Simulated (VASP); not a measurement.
TaAs under changes of volume

One of the cells (17.744 Å³/atom); the others are scaled copies at fixed shape and fractional positions:

```xyz
4
Lattice="-1.7332 1.7332 5.9068 1.7332 -1.7332 5.9068 1.7332 1.7332 -5.9068" Properties=species:S:1:pos:R:3 pbc="T T T"
Ta    0.0000    0.0000    5.9064
Ta    1.7332    0.0000    2.9530
As    0.0000    0.0000    0.9762
As    0.0000    1.7332    3.9296
```

The cell is a database's computed one.

```yaml
Program: VASP 6.6.1
Functional: PBE
Potentials_or_basis: VASP PAW PBE potentials, release 64 (Ta_pv, As)
Cutoff: 520 eV
k_mesh: 11 × 11 × 11
Occupations: fermi-dirac, width 0.05 eV
Spin: no spin polarisation
```

```csv
volume (Å³/atom),energy over the lowest point (meV/atom),pressure (GPa),largest force (eV/Å)
16.353,60.10,16.0,0.062
16.700,30.79,11.0,0.049
17.048,11.68,6.6,0.038
17.744,0.00,-1.0,0.017
18.092,?,?,?
18.440,17.96,-7.1,0.000
```

What does the run at 18.092 Å³/atom give?

Energy over the lowest point 5.66 meV/atom; pressure -4.2 GPa; largest force 0.009 eV/Å.

Worked out: A Birch-Murnaghan fit of order 3 (a polynomial in V^(-2/3)) to the other rows has its minimum at 17.65 Å³/atom with B0 = V·E''(V) = 178 GPa and B' = 4.5 at fixed shape and positions, which overstates the stiffness. It gives 5.67 meV/atom at 18.092 Å³/atom, against the run's 5.66, and -dE/dV = -4.2 GPa, against -4.2.

Energies are extrapolated to zero smearing.
